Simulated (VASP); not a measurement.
Given:

```xyz
2
Lattice="0.0000 2.7101 2.7101 2.7101 0.0000 2.7101 2.7101 2.7101 0.0000" Properties=species:S:1:pos:R:3 pbc="T T T"
Cu     0.0000     0.0000     0.0000
Cl     1.3551     1.3551     1.3551
```

The numbers are results of PBE GGA, VASP's PBE PAW potentials (set 64) (plane waves; VASP), not measurements. Settings: 400 eV cut-off, Gaussian smearing of 0.050 eV, potentials Cu Cl.

### Question
What does the run give for the band gap (along the path) with the smallest direct gap where there is one?

### Answer

```json
{
  "band gap (along the path)": "0.53 eV",
  "smallest direct gap (along the path)": "0.53 eV"
}
```

The structure comes from a measured CuCl entry (F-43m) of the Crystallography Open Database, whose conditions weren't checked. The cell was not relaxed at this level.
